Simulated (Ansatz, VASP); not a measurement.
# InF: VASP beside Ansatz, part 2 of 2

One calculation is typed for both programs; each brings its own data sets. How far apart do they land? The two relaxations start from unlike cells of this crystal (the structure described is Ansatz's start), so only their ends are compared.

VASP 6.6.1 and Ansatz 0.2.0.

So far: Starting point; VASP: relaxation of cell and atoms, PBEsol.

The structure was built from a prototype and need not be the compound's stable phase.

**3. Ansatz: relaxation of cell and atoms, PBEsol**

Level of this step: Ansatz beside VASP: Kohn-Sham DFT, plane waves, PBEsol (Ansatz).

Ansatz runs on its default PAW (the set named soft_2) files.

Its own start cell and the same functional, mesh and smearing now go to Ansatz, which takes its cutoff from its data sets.

The input, input.yaml:

```yaml
crystal:
  lattice:
    - [1.76215888, -5.04220746, 0.0]
    - [1.76215888, 5.04220746, 0.0]
    - [0.0, 0.0, 3.89205927]
  atoms:
    - { symbol: In, position: [0.61314502, 0.38685498, 0.25] }
    - { symbol: In, position: [0.38685498, 0.61314502, 0.75] }
    - { symbol: F, position: [0.14349561, 0.85650439, 0.75] }
    - { symbol: F, position: [0.85650439, 0.14349561, 0.25] }
kpoints:
  mp_grid: { grid: [7, 7, 6] }
scf:
  occupations: { method: fermi_dirac, width: 0.05 }
hamiltonian:
  xc: pbesol
output:
  forces: true
  stress: true
  write_density: true
  write_potential: true
  elf: true
  volumetric_format: npy
relax:
  f_tol: 0.02
  max_steps: 50
  cell: {}
```

Command:

```console
$ ansatz run input.yaml --threads 2 --pin off --max-ram 5120MiB --backend cpu --events-out ev --progress --plain --runs-dir out
```

Numbers of over 12 decimals in the logs are rounded to 6 here.

What it wrote:

```text
Engine: ansatz 0.2.0, aarch64-unknown-linux-gnu
Pseudopotentials: kind: paw
Pseudopotential: In, paw, valence charge 13, recommended cutoff 420 eV (normal), In.paw.azcp
Pseudopotential: F, paw, valence charge 7, recommended cutoff 420 eV (normal), F.paw.azcp
Functional definition: PBEsol
  exchange = pbesol_x
  correlation = pbesol_c
Crystal: 4 atoms, lattice volume = 69.163 Å³
Basis set: ecut = 420 eV, 1333 PW (Γ), exchange–correlation on 72×72×54 points (8 copies of the dense FFT grid, shifted against one another)
Bands: 24, of which v1, the nominal top of the filled ones, is band 20 counted from 1 (19 counted from 0)
Symmetry: 8 space group operations
Space group: Cmcm (ITA 63), of the structure as read, at distance tolerance 4.1e-5 Å
k-points: 64 of 294
Non-local potential: In, projectors of the file, l = 0: 2, l = 1: 2, l = 2: 2, l = 3: 2
Non-local potential: F, projectors of the file, l = 0: 2, l = 1: 2, l = 2: 1
PAW form: soft (Blöchl's): semilocal exchange-correlation on the pseudo side does not see the compensation charge
PAW frozen core: In, regenerated for the run's functional, and the local potential with it (the file was generated under x = pbe(κ = 0.804, μ = 0.219515), c = pbe(β = 0.066725))
PAW frozen core: F, regenerated for the run's functional, and the local potential with it (the file was generated under x = pbe(κ = 0.804, μ = 0.219515), c = pbe(β = 0.066725))
PAW one-centre angular grid: In, 590 points (default); XC on 64 Gauss nodes
PAW one-centre angular grid: F, 110 points (default); XC on 64 Gauss nodes
Initial density: superposition of atomic densities (neutral atoms: chi_scale 0, normalization atom), corrected by the library's trained network
Initial wavefunctions: pseudopotential atomic-orbital guess
Functional: x = pbesol(κ = 0.804, μ = 0.123457), c = pbesol(β = 0.046)
SCF iter   1: F=—  HF=-12651.983267 eV  |F-HF|=—  |Δ(HF+E_count)|=         —  Δρ=1.56e-2  dr2=1.23e-1  ethr=1.77e-3  ⟨swp⟩=5.9  Hψ=6553  notcnv=0
preconditioner: auto → Resta (q_TF=auto, 2.490 Å⁻¹)  ε∞=4.6  [insulator: Δε(μ)=0.231 eV  Ē_g=14.827 eV  σ=0.050 eV  W_gap=0.80  n_scr=20 (ndim 8)  ℏωp=28.2 eV  f_vac=0.001  D(μ)=0.14/eV (n_scr^D=0)  ε∞_Penn≈4.6]
SCF iter   2: F=—  HF=-12651.953952 eV  |F-HF|=—  |Δ(HF+E_count)|=   2.93e-2  Δρ=4.14e-3  dr2=1.26e-2  ethr=3.08e-4  ⟨swp⟩=2.1  Hψ=2690  notcnv=0
SCF iter   3: F=—  HF=-12651.951165 eV  |F-HF|=—  |Δ(HF+E_count)|=   2.79e-3  Δρ=1.01e-3  dr2=6.46e-4  ethr=3.16e-5  ⟨swp⟩=2.1  Hψ=2211  notcnv=0
SCF iter   4: F=—  HF=-12651.951074 eV  |F-HF|=—  |Δ(HF+E_count)|=   9.09e-5  Δρ=1.19e-4  dr2=1.12e-5  ethr=1.62e-6  ⟨swp⟩=2.7  Hψ=2641  notcnv=0
SCF iter   5: F=—  HF=-12651.951094 eV  |F-HF|=—  |Δ(HF+E_count)|=   1.99e-5  Δρ=4.24e-5  dr2=1.21e-6  ethr=2.80e-8  ⟨swp⟩=2.7  Hψ=2780  notcnv=0
SCF iter   6: F=-12651.951094 eV  HF=-12651.951094 eV  |F-HF|=1.60e-9  |Δ(HF+E_count)|=   7.29e-7  Δρ=9.13e-6  dr2=6.34e-8  ethr=2.50e-10  ⟨swp⟩=6.8  Hψ=10416  notcnv=0
SCF 1 converged in 6 iterations: F = -12651.951094 eV  dr2 = 6.34e-8
  greatest PAW one-centre occupation: 0.985 electrons in one spin orbital (limit 2), on the In atom at site 1 (counted from 0), in its partial waves of l = 2
relax step   1: F+E_penalty+E_count = -12651.95109442 eV  Δ(F+E_penalty+E_count) = +0.000e0 eV  max|allowed force component| = 4.912e-1 eV/Å  Δτ_max = 0.0000 Å  P = +4.214 GPa  Ω = 69.163 Å³  (6 SCF iters, dr2 threshold 1.00e-7 eV, accepted)
[...]
relax step  18: F+E_penalty+E_count = -12652.40541160 eV  Δ(F+E_penalty+E_count) = -1.637e-3 eV  max|allowed force component| = 1.676e-3 eV/Å  Δτ_max = 0.0000 Å  P = +0.012 GPa  Ω = 73.387 Å³  stress off target by 7.10e-2 GPa  SCF on the basis re-selected at this cell (its energy is not comparable with the rows above)  (6 SCF iters)
[...]
relax step  19: F+E_penalty+E_count = -12652.40499626 eV  Δ(F+E_penalty+E_count) = +4.153e-4 eV  max|allowed force component| = 5.741e-5 eV/Å  Δτ_max = 0.0035 Å  P = +0.011 GPa  Ω = 73.595 Å³  energy of the carried Pulay correction = -5.168e-4 eV  (7 SCF iters, dr2 threshold 1.26e-8 eV, accepted)
[...]
relax step  20: F+E_penalty+E_count = -12652.40555893 eV  Δ(F+E_penalty+E_count) = -5.627e-4 eV  max|allowed force component| = 9.873e-5 eV/Å  Δτ_max = 0.0000 Å  P = +0.014 GPa  Ω = 73.595 Å³  stress off target by 4.04e-2 GPa  SCF on the basis re-selected at this cell (its energy is not comparable with the rows above)  (6 SCF iters)
basis re-selected at this cell: Δ(F+E_penalty+E_count) = -5.627e-4 eV, ΔP = +0.003 GPa vs the last step (what re-selecting the basis moved, of the pressure what is left beyond the Pulay correction that the steps carried, after the strain that the cell walked since its last selection, with what the two solves' SCF thresholds leave and, on support functions, any second-order correction that the steps lacked; it is no m [...]
SCF converged after 6 iterations
Free energy (F): -12652.405559 eV
Harris-Foulkes:  -12652.405559 eV  (|F-HF|=1.82e-12)
Internal energy: -12652.401928 eV  (E = F + TS)
E sigma→0 (E₀):  -12652.403743 eV
Entropy (-TS):   -0.003631 eV (-0.908 meV/atom)
Fermi energy:    8.098493 eV
--- Per-component energies (eV) ---
  E_band       = -137.212291
  E_kinetic    = 892.079304
  E_local      = -3464.070978  (includes V_loc(G=0)·N_el)
  E_nonlocal   = 883.317464
  E_hartree    = 1339.481311
  E_xc         = -584.918089
  E_vxc        = -402.779476  (∫ρ·V_xc dr)
  E_paw        = -8547.626625  (= ΣΔE_a)
  E_vpaw       = -724.725257  (= ΣTr[D̂ρ^β])
  E_aug_tail   = 0.004087  (compensation charges beyond the density's cutoff)
  E_ewald      = -3171.225093
  E_core_change = 0.556690  (= ΣΔE_core)
  E_smearing   = -0.003631  (= −TS)
  E_closure    = 0.000000  (closes the sum)
  Σ components = -12652.405559   (vs F -12652.405559, Δ=0.00e0)
--- Forces (eV/Å), atoms counted from 1 ---
  atom   1  In    -0.00000000    -0.00004712     0.00000000
  atom   2  In     0.00000000     0.00004712    -0.00000000
  atom   3  F      0.00000000    -0.00009873    -0.00000000
  atom   4  F     -0.00000000     0.00009873     0.00000000
  max |Σ_I F_I| component: 1.39e-17 eV/Å
--- Stress (GPa, compression-positive) ---
        0.012211      -0.000000       0.000000
       -0.000000       0.040396      -0.000000
        0.000000      -0.000000      -0.010325
  P = ⅓ Tr σ = 0.0141 GPa (0.141 kbar)
--- Band table (eV; the first three rows and the last of 64) ---
  k-point 0: bands = [... 16 lower, 3.0068, 3.1441, 3.5625, 6.6111, 9.6467, 12.3019, 14.7889, 14.9300]
  k-point 1: bands = [... 16 lower, 3.0682, 3.5532, 3.6915, 6.5258, 9.9998, 11.0282, 13.5054, 15.0376]
  k-point 2: bands = [... 16 lower, 3.2206, 3.5050, 4.4504, 6.0850, 10.0173, 10.9633, 11.6821, 13.8500]
  k-point 63: bands = [... 16 lower, 3.3852, 3.3852, 5.3435, 5.3435, 9.0173, 9.0173, 14.5419, 14.5419]
--- Relaxed structure (16 steps of the walk, 16 accepted, 4 SCFs on fresh bases) ---
  F+E_penalty+E_count = -12652.40555893 eV   max|allowed force component| = 9.873e-5 eV/Å   (the final SCF, on the basis selected at the relaxed cell)
  cell:  # Å, volume = 73.5947 Å³
    - [1.592620, -5.843866, 0]
    - [1.592620, 5.843866, 0]
    - [0, 0, 3.953701]
  atoms:
    - { symbol: In, position: [0.618460, 0.381540, 0.250000] }
    - { symbol: In, position: [0.381540, 0.618460, 0.750000] }
    - { symbol: F, position: [0.187490, 0.812510, 0.750000] }
    - { symbol: F, position: [0.812510, 0.187490, 0.250000] }
```

**4. Side by side**

Known differences besides the potentials themselves: the cutoff is 420 eV in Ansatz and 600 eV in VASP; Ansatz makes its cores anew for this functional, VASP keeps those of its PBE data sets; Ansatz adds a Pulay correction to the stress that steers its cell, VASP none. Total energies have different zeros and are not compared.

Both answers:

| quantity | Ansatz | VASP | difference |
| --- | --- | --- | --- |
| volume (Å³) | 73.59 | 72.75 | +1.16 % |
| edge a after relaxation, in the typed setting (Å) | 6.057 | 6.024 | +0.56 % |
| edge c after relaxation, in the typed setting (Å) | 3.954 | 3.949 | +0.11 % |

**5. Results**

```json
{
 "difference in volume (relaxation of cell and atoms, PBEsol)": "1.2 %"
}
```

The difference in volume is 1.2 % (relaxation of cell and atoms, PBEsol), at about the 1.2 % picked in this series as the mark of a large difference, as far as the stopping tolerances let one tell. Such differences can come from data sets, numerical settings and the points named under the comparisons, not from the functional's error against experiment.

[Lines on the potential files, build, host, timing and source positions are cut from VASP's logs without a mark.]

[Logs are printed without paths, hosts, clocks, repeated set-up lines and the standing remarks that a program may print on its own settings, such as how far it seeks lower states.]

[Hosts, paths, dates, database ids (printed as entryN), source tags and the programs' standing remarks are cut or masked in the printed files.]
